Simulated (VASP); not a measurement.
# Ge24H8Br in VASP: settings compared, part 2 of 2

VASP 6.6.1. Earlier steps stand in the parts before.

## Step 3: Single point, PBE

The input, INCAR:

```
SYSTEM = Ge24H8Br
PREC     = Accurate       ! precision mode
ENCUT    = 400            ! plane-wave cutoff, eV
EDIFF    = 1E-7           ! SCF threshold, eV
ISMEAR   = 0              ! smearing method
SIGMA    = 0.05           ! smearing width, eV
LREAL    = Auto         
LASPH    = .True.         ! aspherical terms in the spheres
NELM     = 80             ! most SCF steps
ALGO     = Normal         ! electronic algorithm
ISIF     = 2              ! what is computed and relaxed
LWAVE    = .False.        ! write WAVECAR
LCHARG   = .False.        ! write CHGCAR
GGA      = PE             ! functional
ISYM     = 0            
NCORE    = 4
```

The input, KPOINTS:

```
Automatic mesh
0
Gamma
  1 1 1
  0 0 0
```

The input, POSCAR:

```
Ge24H8Br                                
1.0
    8.0016203359      8.0016203359      0.0000000000
   -8.0016203359      8.0016203359      0.0000000000
    0.0000000000      0.0000000000     23.7419000000
  Ge              H               Br            
    48    16     2
Selective dynamics
Direct
     0.6858777433503989    0.3126358687057849    0.4194054978243426   T   T   T
     0.8134537843704476    0.6763823183373323    0.4208325137056317   T   T   T
     0.0576127768334381    0.9444103191347328    0.4182476325178649   T   T   T
     0.3108127975256840    0.1966637357725265    0.4376728367620907   T   T   T
     0.9717585105438583    0.5299741758604156    0.4584905467673607   T   T   T
     0.2157242768455947    0.7840787282708692    0.4288871350169196   T   T   T
[... 32 lines left out ...]
     0.5008061446517140    0.9982885973508334    0.2038768358310649   T   T   T
     0.4974426393309131    0.5025072073419797    0.2046003242079959   T   T   T
     0.8750000000000000    0.3750000000000000    0.1448662490999979   F   F   F
     0.8750000000000000    0.8750000000000000    0.1448662490999979   F   F   F
     0.1250000000000000    0.1250000000000000    0.1448662490999979   F   F   F
     0.3750000000000000    0.3750000000000000    0.1448662490999979   F   F   F
     0.1250000000000000    0.6250000000000000    0.1448662490999979   F   F   F
     0.3750000000000000    0.8750000000000000    0.1448662490999979   F   F   F
[... 16 lines left out ...]
     0.7010221023000014    0.5489778976999986    0.1052990704000010   F   F   F
     0.5489778976999986    0.7010221023000014    0.1052990704000010   F   F   F
     0.2466151587759942    0.7515142840895417    0.5261701335737579   T   T   T
     0.2289186349978519    0.2698849652889385    0.5237805029106318   T   T   T
```

Potentials or basis: VASP PAW PBE potentials, release 64 (Ge_d, H, Br).

Command:

```
$ cat potpaw_PBE.64/Ge_d/POTCAR potpaw_PBE.64/H/POTCAR potpaw_PBE.64/Br/POTCAR > POTCAR
$ mpirun -np 8 vasp_gam > vasp.out
```

Run time: 4.1 min. Hardware: 8 MPI ranks of AMD EPYC 9R45 (Zen 5), shared host; peak memory 0.39 GiB.

The run converged. Its results:

```
Free energy            : -263.0887 eV
Largest force          : 0.263 eV/Å
Band gap on the k mesh : 0.53 eV, direct
```

Forces on the atoms (eV/Å):
```
Ge  -0.087 -0.014  0.003
Ge   0.100 -0.022  0.016
Ge   0.057 -0.001  0.011
Ge   0.030  0.008  0.060
Ge  -0.082 -0.023  0.024
Ge  -0.047  0.002  0.076
Ge  -0.009  0.010  0.038
Ge   0.074  0.015  0.042
Ge  -0.036  0.010  0.100
Ge   0.020 -0.034  0.061
Ge   0.008 -0.033  0.055
Ge   0.021  0.013  0.059
Ge  -0.026 -0.021  0.060
Ge  -0.003  0.027  0.065
Ge  -0.007 -0.008  0.097
Ge   0.033 -0.006  0.076
Ge  -0.002 -0.003  0.016
Ge  -0.016  0.000  0.068
Ge  -0.006 -0.016  0.040
Ge   0.031  0.031  0.044
Ge  -0.001 -0.007  0.012
Ge  -0.003  0.008  0.042
Ge  -0.003 -0.011  0.033
Ge  -0.006  0.010  0.098
Ge   0.000 -0.017 -0.005
Ge  -0.010  0.008 -0.037
Ge  -0.006  0.016 -0.031
Ge   0.005  0.004 -0.029
Ge  -0.002  0.007 -0.016
Ge   0.017  0.012  0.003
Ge  -0.001  0.006  0.006
Ge   0.008  0.010 -0.029
Ge   0.009  0.000 -0.033
Ge   0.008 -0.005 -0.030
Ge  -0.010  0.003 -0.054
Ge  -0.002  0.000 -0.047
Ge   0.005 -0.007 -0.045
Ge   0.015  0.001 -0.058
Ge   0.003  0.005 -0.046
Ge  -0.004  0.000 -0.034
Ge   0.189  0.038 -0.140
Ge  -0.181  0.058 -0.147
Ge  -0.188 -0.028 -0.132
Ge  -0.193  0.050 -0.094
Ge   0.188  0.010 -0.184
Ge   0.189 -0.007 -0.182
Ge   0.130 -0.029 -0.067
Ge  -0.201 -0.077 -0.111
H   -0.083 -0.011 -0.012
H    0.050  0.011  0.037
H   -0.037  0.008  0.038
H    0.067  0.029 -0.016
H   -0.041 -0.012  0.034
H    0.082 -0.021 -0.013
H   -0.049  0.004  0.035
H    0.111  0.004 -0.009
H   -0.110  0.006 -0.014
H    0.046  0.012  0.028
H   -0.103  0.010 -0.012
H    0.049 -0.025  0.028
H   -0.063  0.007 -0.021
H    0.051  0.001  0.027
H   -0.047 -0.005  0.040
H    0.102 -0.006 -0.003
Br  -0.011 -0.002  0.107
Br  -0.018 -0.006  0.070
```

Levels at points of the mesh, in eV from the valence-band top:
```csv
k point,band 349,band 350,band 351,band 352,band 353,band 354
"(0.00, 0.00, 0.00)",-0.26,-0.24,0.00,0.53,0.66,0.96
```

## Step 4: Single point, RPBE

INCAR: that of step 3 with these lines changed.

```diff
@@ -13,3 +13,3 @@
 LCHARG   = .False.        ! write CHGCAR
-GGA      = PE             ! functional
+GGA      = RP             ! functional
 ISYM     = 0
```

KPOINTS is that of step 3.

POSCAR is that of step 3.

Potentials or basis: VASP PAW PBE potentials, release 64 (Ge_d, H, Br).

Command:

```
$ cat potpaw_PBE.64/Ge_d/POTCAR potpaw_PBE.64/H/POTCAR potpaw_PBE.64/Br/POTCAR > POTCAR
$ mpirun -np 8 vasp_gam > vasp.out
```

OUTCAR:

```text
SYSTEM = Ge24H8Br
   PREC = Accurate
   ENCUT = 400
   EDIFF = 1E-7
   ISMEAR = 0
   LREAL = Auto
   LASPH = .True.
   NELM = 80
   ISIF = 2
   GGA = RP
   ISYM = 0

 ion  position               nearest neighbor table
   1  0.686  0.313  0.419-  15 2.45   9 2.46   8 2.56
   2  0.813  0.676  0.421-  16 2.46  10 2.46   5 2.60
   3  0.058  0.944  0.418-  10 2.42  11 2.42   6 2.56
   4  0.311  0.197  0.438-  66 2.39  11 2.48  12 2.49   7 2.64
   5  0.972  0.530  0.458-  13 2.54   9 2.56   2 2.60
   6  0.216  0.784  0.429-  65 2.36  14 2.46  13 2.46   3 2.56
   7  0.467  0.030  0.461-  14 2.54  15 2.56   4 2.64
   8  0.533  0.463  0.454-  16 2.52  12 2.52   1 2.56
   9  0.878  0.389  0.387-   1 2.46  17 2.48  24 2.50   5 2.56
  10  0.873  0.869  0.382-   3 2.42   2 2.46  23 2.48  18 2.57
  11  0.134  0.131  0.384-   3 2.42  17 2.47   4 2.48  19 2.53
  12  0.387  0.373  0.387-  20 2.45  21 2.47   4 2.49   8 2.52
  13  0.111  0.617  0.386-   6 2.46  21 2.47  18 2.47   5 2.54
  14  0.382  0.893  0.387-   6 2.46  19 2.47  22 2.48   7 2.54
[... 38 lines left out ...]
  53  0.201  0.049  0.105-  43 1.54
  54  0.049  0.201  0.105-  43 1.54
[... 10 lines left out ...]
  65  0.247  0.752  0.526-   6 2.36
  66  0.229  0.270  0.524-   4 2.39

IMPORTANT INFORMATION: All symmetrisations will be switched off!
NOSYMM: (Re-)initialisation of all symmetry stuff for point group C_1.

----------------------------------------------------------------------------------------

                                     Primitive cell

  volume of cell :    3040.1944

  direct lattice vectors                    reciprocal lattice vectors
     8.001620336  8.001620336  0.000000000     0.062487344  0.062487344  0.000000000
    -8.001620336  8.001620336  0.000000000    -0.062487344  0.062487344  0.000000000
     0.000000000  0.000000000 23.741900000     0.000000000  0.000000000  0.042119628

  length of vectors
    11.316000000 11.316000000 23.741900000     0.088370449  0.088370449  0.042119628

  position of ions in fractional coordinates (direct lattice)
     0.685877743  0.312635869  0.419405498
     0.813453784  0.676382318  0.420832514
     0.057612777  0.944410319  0.418247633
     0.310812798  0.196663736  0.437672837
     0.971758511  0.529974176  0.458490547
[... 208 lines left out ...]
   LRPA    =     F    only Hartree local field effects (RPA)
 non-spin polarized calculation
 Gauss-broadening in eV      SIGMA  =   0.05
  energy-cutoff  :      400.00
  volume of cell :     3040.19
 maximum number of plane-waves:     27645
 NGX is ok and might be reduce to    80
   NGX = 37   NGY = 37   NGZ = 77

 number of electron     701.9999892 magnetization

 Free energy of the ion-electron system (eV)
  ---------------------------------------------------
  ext. energy  EPLUGINS =         0.00000000
  ---------------------------------------------------
  free energy    TOTEN  =      -248.15140415 eV

  energy without entropy =     -248.15140415  energy(sigma->0) =     -248.15140415

 E-fermi :  -1.0643     XC(G=0):  -4.4758

 val. band max:       -1.3046641416   @ k =   0.0000   0.0000   0.0000
 cond. band min:      -0.7383556647   @ k =   0.0000   0.0000   0.0000
 fundamental gap:      0.5663084770
 Fermi energy:        -1.0642753105

 k-point     1 :       0.0000    0.0000    0.0000
  band No.  band energies     occupation
      1     -26.1066      2.00000
      2     -26.0559      2.00000
      3     -26.0450      2.00000
      4     -26.0255      2.00000
      5     -25.9783      2.00000
      6     -25.9602      2.00000
[... 355 lines left out ...]
    362       0.7387      0.00000
    363       0.7562      0.00000
 [bands above 363 left out]

------------------------ aborting loop because EDIFF is reached ----------------------------------------

  FORCE on cell =-STRESS in cart. coord.  units (eV):
  Direction    XX          YY          ZZ          XY          YZ          ZX
  --------------------------------------------------------------------------------------
  -------------------------------------------------------------------------------------
  Total       39.5385363     33.0438746     14.2517381      0.2052073     -0.4058868      0.0422796
  in kB       20.8367424     17.4140665      7.5106421      0.1081439     -0.2139017      0.0222813
  external PRESSURE =      15.2538170 kB  Pullay stress =       0.0000000 kB

 VOLUME and BASIS-vectors are now :
 -----------------------------------------------------------------------------
  energy-cutoff  :      400.00
  volume of cell :     3040.19
      direct lattice vectors                 reciprocal lattice vectors
     8.001620336  8.001620336  0.000000000     0.062487344  0.062487344  0.000000000
    -8.001620336  8.001620336  0.000000000    -0.062487344  0.062487344  0.000000000
     0.000000000  0.000000000 23.741900000     0.000000000  0.000000000  0.042119628

 POSITION                                       TOTAL-FORCE (eV/Angst)
 -----------------------------------------------------------------------------------
      2.98654      7.98973      9.95748        -0.061981     -0.009939      0.084123
      1.09679     11.92110      9.99136         0.082730     -0.017937      0.110174
     -7.09582      8.01781      9.92999         0.037322     -0.007358      0.109974
      0.91338      4.06063     10.39118         0.063886      0.008061      0.075426
      3.53499     12.01629     10.88544        -0.063286     -0.038658      0.182094
     -4.54776      8.00004     10.18260        -0.043946      0.001440      0.084583
[... 58 lines left out ...]
     -4.04001      7.98665     12.49228         0.022002     -0.002438      0.290938
     -0.32780      3.99124     12.43554        -0.079623     -0.023869      0.243058
 -----------------------------------------------------------------------------------
    total drift:                                0.001789      0.003722     -0.017553

  FREE ENERGIE OF THE ION-ELECTRON SYSTEM (eV)
  ---------------------------------------------------
  free  energy   TOTEN  =      -248.1514041518 eV

  energy  without entropy=     -248.1514041518  energy(sigma->0) =     -248.15140415
```

OSZICAR:

```text
N       E                     dE             d eps       ncg     rms          rms(c)
DAV:   1     0.105665968039E+05    0.10567E+05   -0.30792E+05   940   0.310E+03
DAV:   2     0.218725910760E+04   -0.83793E+04   -0.81853E+04  1020   0.739E+02
DAV:   3     0.196224364830E+02   -0.21676E+04   -0.20673E+04  1146   0.242E+02
[... 26 lines left out ...]
DAV:  30    -0.248151403235E+03   -0.16413E-05   -0.78708E-08   592   0.100E-03    0.224E-04
DAV:  31    -0.248151403614E+03   -0.37873E-06   -0.31781E-08   592   0.101E-03    0.197E-04
DAV:  32    -0.248151403954E+03   -0.34002E-06   -0.17660E-08   568   0.692E-04    0.101E-04
DAV:  33    -0.248151404101E+03   -0.14663E-06   -0.12342E-08   576   0.448E-04    0.488E-05
DAV:  34    -0.248151404152E+03   -0.50990E-07   -0.53748E-09   560   0.410E-04
   1 F= -.24815140E+03 E0= -.24815140E+03  d E =-.258108E-11
```

stdout:

```text
POSCAR found type information on POSCAR GeH Br
 POSCAR found :  3 types and      66 ions
 scaLAPACK will be used
 -----------------------------------------------------------------------------
|                                                                             |
|                                                                             |
|     You enforced a specific xc type in the INCAR file but a different       |
|     I HOPE YOU KNOW WHAT YOU ARE DOING!                                     |
|                                                                             |
 -----------------------------------------------------------------------------

 LDA part: xc-table for (Slater+PW92), standard interpolation
 POSCAR, INCAR and KPOINTS ok, starting setup
 FFT: planning ... GRIDC
 FFT: planning ... GRID_SOFT
 FFT: planning ... GRID
 WAVECAR not read
 entering main loop
```

Run time: 3.6 min. Hardware: 8 MPI ranks of AMD EPYC 9R45 (Zen 5), shared host; peak memory 0.39 GiB.

Results:

```yaml
Free_energy: -248.1514 eV
Largest_force: 0.363 eV/Å
Band_gap_on_the_k_mesh: 0.57 eV, direct
```

Forces in eV/Å, atoms in the order of the input:
```
Ge  -0.062 -0.010  0.084
Ge   0.083 -0.018  0.110
Ge   0.037 -0.007  0.110
Ge   0.064  0.008  0.075
Ge  -0.063 -0.039  0.182
Ge  -0.044  0.001  0.085
Ge   0.042  0.027  0.184
Ge   0.041  0.029  0.219
Ge   0.000  0.017  0.140
Ge  -0.031 -0.043  0.106
Ge  -0.030 -0.025  0.077
Ge  -0.005  0.022  0.079
Ge  -0.004 -0.037  0.076
Ge   0.024  0.049  0.080
Ge   0.030 -0.020  0.134
Ge   0.004 -0.008  0.104
Ge  -0.004 -0.007  0.029
Ge  -0.021 -0.001  0.085
Ge  -0.008 -0.013  0.048
Ge   0.038  0.028  0.047
Ge   0.001 -0.010  0.021
Ge  -0.003  0.012  0.054
Ge  -0.007 -0.008  0.050
Ge  -0.011  0.005  0.104
Ge   0.003 -0.017 -0.008
Ge  -0.012  0.005 -0.039
Ge  -0.014  0.020 -0.038
Ge   0.006  0.001 -0.029
Ge  -0.002  0.009 -0.021
Ge   0.016  0.011  0.002
Ge   0.001  0.005  0.002
Ge   0.009  0.014 -0.031
Ge   0.017 -0.001 -0.034
Ge  -0.003 -0.003 -0.029
Ge  -0.018  0.002 -0.056
Ge  -0.013 -0.002 -0.048
Ge   0.016 -0.008 -0.045
Ge   0.026  0.001 -0.059
Ge   0.012  0.007 -0.047
Ge  -0.013  0.001 -0.039
Ge   0.188  0.037 -0.265
Ge  -0.181  0.063 -0.273
Ge  -0.186 -0.031 -0.257
Ge  -0.192  0.054 -0.218
Ge   0.187  0.010 -0.311
Ge   0.188 -0.006 -0.308
Ge   0.130 -0.028 -0.191
Ge  -0.200 -0.083 -0.236
H   -0.116 -0.012 -0.039
H    0.084  0.011  0.012
H   -0.073  0.009  0.014
H    0.101  0.029 -0.043
H   -0.076 -0.013  0.010
H    0.116 -0.021 -0.039
H   -0.084  0.005  0.011
H    0.143  0.004 -0.036
H   -0.143  0.006 -0.041
H    0.081  0.012  0.003
H   -0.135  0.010 -0.038
H    0.083 -0.025  0.004
H   -0.097  0.008 -0.046
H    0.086  0.001  0.002
H   -0.082 -0.005  0.016
H    0.135 -0.005 -0.031
Br   0.022 -0.002  0.291
Br  -0.080 -0.024  0.243
```

Levels at points of the mesh, in eV from the valence-band top:
| k point | band 348 | band 349 | band 350 | band 351 | band 352 | band 353 | band 354 | band 355 |
| --- | --- | --- | --- | --- | --- | --- | --- | --- |
| (0.00, 0.00, 0.00) | -0.36 | -0.26 | -0.24 | 0.00 | 0.57 | 0.69 | 1.00 | 1.11 |

Caveat: the PAW data sets were made with another functional, which shifts forces and pressure a little.

## Step 5: Single point, RPBE+D3(BJ)

INCAR: that of step 4 with these lines changed.

```diff
@@ -14,2 +14,3 @@
 GGA      = RP             ! functional
+IVDW     = 12             ! dispersion correction
 ISYM     = 0
```

KPOINTS is that of step 4.

POSCAR is that of step 4.

Command:

```
$ cat potpaw_PBE.64/Ge_d/POTCAR potpaw_PBE.64/H/POTCAR potpaw_PBE.64/Br/POTCAR > POTCAR
$ mpirun -np 8 vasp_gam > vasp.out
```

It took 3.6 min on 8 MPI ranks of AMD EPYC 9R45 (Zen 5), shared host; peak memory 0.41 GiB.

The run converged. Its results:

```yaml
Free_energy: -303.6299 eV
Largest_force: 0.423 eV/Å
Band_gap_on_the_k_mesh: 0.57 eV, direct
Dispersion_energy_per_atom: -0.841 eV
```

Forces in eV/Å, atoms in the order of the input:
```
Ge  -0.099  0.010 -0.227
Ge   0.059  0.016 -0.225
Ge   0.213  0.010 -0.302
Ge   0.197  0.063 -0.369
Ge   0.069  0.031 -0.273
Ge  -0.071  0.000 -0.325
Ge  -0.162 -0.040 -0.294
Ge   0.002 -0.046 -0.307
Ge  -0.160  0.197 -0.220
Ge   0.115 -0.002 -0.320
Ge   0.159  0.106 -0.201
Ge   0.203  0.029 -0.125
Ge  -0.213 -0.053 -0.156
Ge  -0.220  0.058 -0.146
Ge  -0.203 -0.209 -0.214
Ge   0.179 -0.185 -0.248
Ge  -0.022  0.011 -0.126
Ge   0.038  0.046  0.117
Ge   0.020 -0.007  0.120
Ge  -0.023 -0.058  0.042
Ge  -0.007 -0.007 -0.100
Ge  -0.030  0.003 -0.081
Ge  -0.040 -0.018 -0.126
Ge   0.010 -0.035 -0.036
Ge   0.005 -0.015 -0.008
Ge  -0.010  0.012  0.048
Ge  -0.013  0.019  0.054
Ge   0.005 -0.003  0.046
Ge  -0.007  0.013  0.009
Ge   0.016  0.006  0.023
Ge  -0.003  0.007  0.019
Ge   0.008  0.016  0.067
Ge   0.000 -0.001  0.185
Ge   0.013 -0.004  0.186
Ge   0.004  0.001  0.154
Ge   0.000  0.000  0.167
Ge  -0.002 -0.004  0.182
Ge   0.005 -0.004  0.163
Ge  -0.001  0.004  0.175
Ge   0.003 -0.001  0.175
Ge   0.174  0.042  0.245
Ge  -0.164  0.060  0.237
Ge  -0.171 -0.030  0.253
Ge  -0.178  0.050  0.294
Ge   0.170  0.010  0.205
Ge   0.173 -0.008  0.204
Ge   0.117 -0.031  0.320
Ge  -0.185 -0.079  0.275
H   -0.091 -0.011  0.029
H    0.059  0.012  0.079
H   -0.048  0.009  0.081
H    0.076  0.028  0.025
H   -0.051 -0.012  0.077
H    0.090 -0.020  0.028
H   -0.059  0.004  0.078
H    0.118  0.004  0.032
H   -0.118  0.006  0.027
H    0.056  0.012  0.071
H   -0.111  0.010  0.030
H    0.059 -0.025  0.072
H   -0.072  0.007  0.021
H    0.060  0.001  0.069
H   -0.056 -0.004  0.083
H    0.109 -0.004  0.037
Br  -0.066 -0.002 -0.167
Br   0.070  0.009 -0.210
```

Levels at points of the mesh, in eV from the valence-band top:
```
           k point  band 349  band 350  band 351  band 352  band 353  band 354
(0.00, 0.00, 0.00)     -0.26     -0.24      0.00      0.57      0.69      1.00
```

Caveat: the PAW data sets were made with another functional, which shifts forces and pressure a little. RPBE gaps usually lie below the measured ones, often by a third to a half.

## Step 6: Summary

```tsv
task	level	cell	gap on the mesh (eV)	largest force (eV/Å)
relaxation of the atoms	PBE+D3(BJ)	atoms relaxed	0.53	-
single point	PBE	as given	0.53	0.26
single point	RPBE	as given	0.57	0.36
single point	RPBE+D3(BJ)	as given	0.57	0.42
```

Alike in all rows: potentials or basis VASP PAW PBE potentials, release 64 (Ge_d, H, Br); no spin polarisation; k mesh 1 × 1 × 1; cutoff (eV) 400; smearing gaussian 0.05 eV.

On the cell as given the gap runs from 0.53 eV (PBE) to 0.57 eV (RPBE).

Caveats: the PAW data sets were made with another functional, which shifts forces and pressure a little (some runs).

Absolute energies hang on the potentials; compare differences alone.
